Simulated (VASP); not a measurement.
Output of a VASP run:

OUTCAR:
```
 ion  position               nearest neighbor table
   1  0.333  0.667  0.250-   3 1.45   3 1.45   3 1.45
   2  0.667  0.333  0.750-   4 1.45   4 1.45   4 1.45
   3  0.667  0.333  0.250-   1 1.45   1 1.45   1 1.45
   4  0.333  0.667  0.750-   2 1.45   2 1.45   2 1.45
  LATTYP: Found a hexagonal cell.
 ALAT       =     2.5040003368
 C/A-ratio  =     2.6597440512
 Subroutine PRICEL returns:
 Original cell was already a primitive cell.
 Subroutine GETGRP returns: Found 24 space group operations
The static configuration has the point symmetry D_3d.
 The point group associated with its full space group is D_6h.
The dynamic configuration has the point symmetry D_3d.
 Subroutine INISYM returns: Found 24 space group operations
 Subroutine IBZKPT returns following result:
 Found     24 irreducible k-points:

 Following reciprocal coordinates:
            Coordinates               Weight
  0.000000  0.000000  0.000000      1.000000
  0.111111 -0.000000  0.000000      6.000000
  0.222222 -0.000000  0.000000      6.000000
  0.333333  0.000000  0.000000      6.000000
  0.444444 -0.000000  0.000000      6.000000
  0.111111  0.111111  0.000000      6.000000
  0.222222  0.111111  0.000000     12.000000
  0.333333  0.111111  0.000000     12.000000
  0.444444  0.111111  0.000000      6.000000
  0.222222  0.222222  0.000000      6.000000
  0.333333  0.222222  0.000000     12.000000
  0.333333  0.333333  0.000000      2.000000
  0.000000  0.000000  0.333333      2.000000
  0.111111 -0.000000  0.333333     12.000000
  0.222222 -0.000000  0.333333     12.000000
  0.333333  0.000000  0.333333     12.000000
  0.444444 -0.000000  0.333333     12.000000
  0.111111  0.111111  0.333333     12.000000
  0.222222  0.111111  0.333333     24.000000
  0.333333  0.111111  0.333333     24.000000
  0.444444  0.111111  0.333333     12.000000
  0.222222  0.222222  0.333333     12.000000
  0.333333  0.222222  0.333333     24.000000
  0.333333  0.333333  0.333333      4.000000
   k-points           NKPTS =     24   k-points in BZ     NKDIM =     24   number of bands    NBANDS=     12
   number of dos      NEDOS =    301   number of ions     NIONS =      4
   total plane-waves  NPLWV =  20000
   dimension x,y,z NGX =    20 NGY =   20 NGZ =   50
   dimension x,y,z NGXF=    40 NGYF=   40 NGZF=  100
   ions per type =               2   2
   PREC   = accura    normal or accurate (medium, high low for compatibility)
   ISTART =      0    job   : 0-new  1-cont  2-samecut
   ICHARG =      2    charge: 1-file 2-atom 10-const
   ISPIN  =      1    spin polarized calculation?
   LNONCOLLINEAR =      F non collinear calculations
   LSORBIT =      F    spin-orbit coupling
   INIWAV =      1    electr: 0-lowe 1-rand  2-diag
   ENCUT  =  520.0 eV  38.22 Ry    6.18 a.u.   4.66  4.66 12.38*2*pi/ulx,y,z
   NELM   =    100;   NELMIN=  2; NELMDL= -5     # of ELM steps
   EDIFF  = 0.1E-05   stopping-criterion for ELM
   LREAL  =      F    real-space projection
   NLSPLINE    = F    spline interpolate recip. space projectors
   LMAXMIX     =    2 max onsite mixed and CHGCAR
   VOSKOWN=      0    Vosko Wilk Nusair interpolation
   EDIFFG = -.2E-01   stopping-criterion for IOM
   NSW    =     60    number of steps for IOM
   NBLOCK =      1;   KBLOCK =     60    inner block; outer block
   IBRION =      2    ionic relax: 0-MD 1-quasi-New 2-CG
   NFREE  =      1    steps in history (QN), initial steepest desc. (CG)
   ISIF   =      3    stress and relaxation
   ISYM   =      2    0-nonsym 1-usesym 2-fastsym
   TEIN   =    0.0    initial temperature
   TEBEG  =    0.0;   TEEND  =   0.0 temperature during run
   SMASS  =  -3.00    Nose mass-parameter (am)
   PSTRESS=    0.0 pullay stress
   NELECT =      16.0000    total number of electrons
   EFERMI =   0.00;   METHOD = LEGACY
   ISMEAR =     0;   SIGMA  =   0.05  broadening in eV -4-tet -1-fermi 0-gaus
   IALGO  =     38    algorithm
   LDIAG  =      T    sub-space diagonalisation (order eigenvalues)
...
```

### OSZICAR
```
...
DAV:  13    -0.392746434625E+02   -0.18322E+00   -0.10347E-01   576   0.486E+00    0.124E+00
DAV:  14    -0.393080833493E+02   -0.33440E-01   -0.11896E-02   592   0.151E+00    0.116E+00
DAV:  15    -0.393045563531E+02    0.35270E-02   -0.29923E-03   748   0.504E-01    0.952E-01
DAV:  16    -0.393042557091E+02    0.30064E-03   -0.21870E-02   592   0.152E+00    0.184E-01
DAV:  17    -0.393047628568E+02   -0.50715E-03   -0.12155E-03   676   0.403E-01    0.232E-01
DAV:  18    -0.393046265402E+02    0.13632E-03   -0.42298E-05   672   0.810E-02    0.204E-01
DAV:  19    -0.393049758107E+02   -0.34927E-03   -0.14333E-03   608   0.393E-01    0.860E-02
DAV:  20    -0.393049553949E+02    0.20416E-04   -0.12116E-04   612   0.149E-01    0.369E-02
DAV:  21    -0.393049802151E+02   -0.24820E-04   -0.21207E-05   704   0.575E-02    0.273E-02
DAV:  22    -0.393049904249E+02   -0.10210E-04   -0.67955E-06   624   0.322E-02    0.159E-02
DAV:  23    -0.393050024219E+02   -0.11997E-04   -0.50055E-06   636   0.267E-02    0.542E-03
DAV:  24    -0.393050054162E+02   -0.29943E-05   -0.76294E-07   456   0.944E-03    0.226E-03
DAV:  25    -0.393050160039E+02   -0.10588E-04   -0.10499E-06   448   0.132E-02    0.435E-03
DAV:  26    -0.393050168958E+02   -0.89194E-06   -0.42331E-07   400   0.956E-03
   1 F= -.39305017E+02 E0= -.39305017E+02  d E =-.393050E+02
       N       E                     dE             d eps       ncg     rms          rms(c)
DAV:   1    -0.393057386102E+02   -0.72261E-03   -0.27548E-01   648   0.556E+00    0.502E-01
DAV:   2    -0.392973048476E+02    0.84338E-02   -0.10056E-02   640   0.115E+00    0.243E-01
DAV:   3    -0.393010646654E+02   -0.37598E-02   -0.67840E-03   604   0.117E+00    0.748E-02
DAV:   4    -0.393002550249E+02    0.80964E-03   -0.30051E-03   576   0.917E-01    0.465E-02
DAV:   5    -0.393011998891E+02   -0.94486E-03   -0.27510E-03   576   0.915E-01    0.168E-02
DAV:   6    -0.393011002453E+02    0.99644E-04   -0.50042E-04   616   0.393E-01    0.124E-02
DAV:   7    -0.393012444807E+02   -0.14424E-03   -0.64469E-05   588   0.115E-01    0.422E-03
DAV:   8    -0.393011809860E+02    0.63495E-04   -0.15326E-05   620   0.598E-02    0.162E-03
DAV:   9    -0.393011857902E+02   -0.48041E-05   -0.86828E-07   504   0.119E-02    0.470E-04
DAV:  10    -0.393011835480E+02    0.22422E-05   -0.26487E-07   372   0.626E-03    0.465E-04
DAV:  11    -0.393011835648E+02   -0.16729E-07   -0.48257E-08   316   0.342E-03
   2 F= -.39301184E+02 E0= -.39301184E+02  d E =0.383333E-02
       N       E                     dE             d eps       ncg     rms          rms(c)
DAV:   1    -0.393083287711E+02   -0.71452E-02   -0.12067E-01   648   0.366E+00    0.332E-01
DAV:   2    -0.393051555787E+02    0.31732E-02   -0.43251E-03   660   0.728E-01    0.160E-01
DAV:   3    -0.393060707885E+02   -0.91521E-03   -0.27751E-03   608   0.714E-01    0.506E-02
DAV:   4    -0.393061700890E+02   -0.99300E-04   -0.14034E-03   576   0.611E-01    0.328E-02
DAV:   5    -0.393059848105E+02    0.18528E-03   -0.12310E-03   576   0.601E-01    0.112E-02
DAV:   6    -0.393063278188E+02   -0.34301E-03   -0.24375E-04   592   0.273E-01    0.886E-03
DAV:   7    -0.393062848691E+02    0.42950E-04   -0.26301E-05   612   0.732E-02    0.276E-03
DAV:   8    -0.393063360011E+02   -0.51132E-04   -0.96997E-06   608   0.479E-02    0.793E-04
DAV:   9    -0.393063284751E+02    0.75261E-05   -0.52407E-07   456   0.105E-02    0.429E-04
DAV:  10    -0.393063285708E+02   -0.95738E-07   -0.12299E-07   336   0.423E-03
   3 F= -.39306329E+02 E0= -.39306329E+02  d E =-.131168E-02
```

File OUTCAR:
```
------------------------ aborting loop because EDIFF is reached ----------------------------------------
  FORCE on cell =-STRESS in cart. coord.  units (eV):
  Direction    XX          YY          ZZ          XY          YZ          ZX
  --------------------------------------------------------------------------------------
  Total        0.0158810      0.0158810      0.0533677     -0.0000000     -0.0000000      0.0000000
  in kB        0.7066919      0.7066921      2.3748254     -0.0000000     -0.0000000      0.0000000
  external PRESSURE =       1.2627365 kB  Pullay stress =       0.0000000 kB
  volume of cell :       36.00
      direct lattice vectors                 reciprocal lattice vectors
     1.249127311 -2.163552354  0.000000000     0.400279456 -0.231101410  0.000000000
     1.249127311  2.163552354  0.000000000     0.400279456  0.231101410 -0.000000000
     0.000000000  0.000000000  6.661218425     0.000000000  0.000000000  0.150122686
  FREE ENERGIE OF THE ION-ELECTRON SYSTEM (eV)
  ---------------------------------------------------
  free  energy   TOTEN  =       -39.3063285708 eV

  energy  without entropy=      -39.3063285708  energy(sigma->0) =      -39.30632857

 reached required accuracy - stopping structural energy minimisation
```
(Selected blocks of OUTCAR.)

POSCAR:
```
BN
1
    1.2520000000    -2.1685280000     0.0000000000
    1.2520000000     2.1685280000     0.0000000000
    0.0000000000     0.0000000000     6.6600000000
B N
2 2
Direct
  0.3333330000   0.6666670000   0.2500000000
  0.6666670000   0.3333330000   0.7500000000
  0.6666670000   0.3333330000   0.2500000000
  0.3333330000   0.6666670000   0.7500000000
```

Q: Write an INCAR and KPOINTS that could have produced this output.

A: Several could match; the one computed here: the input of the run itself, SCAN meta-GGA, plane waves, VASP's PBE PAW potentials (set 64).

**KPOINTS**
```
kpoints
0
gamma
 9 9 3
```

### INCAR
```
# general
SYSTEM   =  BN
PREC     =  Accurate
ENCUT    =  520
LREAL    =  F
LASPH    =  T

# electronic loop
EDIFF    =  1E-6
NELM     =  100
ALGO     =  Normal
LMIXTAU  =  T

# smearing
ISMEAR   =  0
SIGMA    =  0.05

# functional
METAGGA  =  SCAN

# ions
IBRION   =  2
NSW      =  60
ISIF     =  3
EDIFFG   =  -0.02

# output
LWAVE    =  F
LCHARG   =  F
```

POTCAR, in this order: B N (PBE.64 set). Program: vasp_std.

The compound is BN in the hex structure. This run relaxes it. Symmetry was kept, so distortions that lower it aren't found.
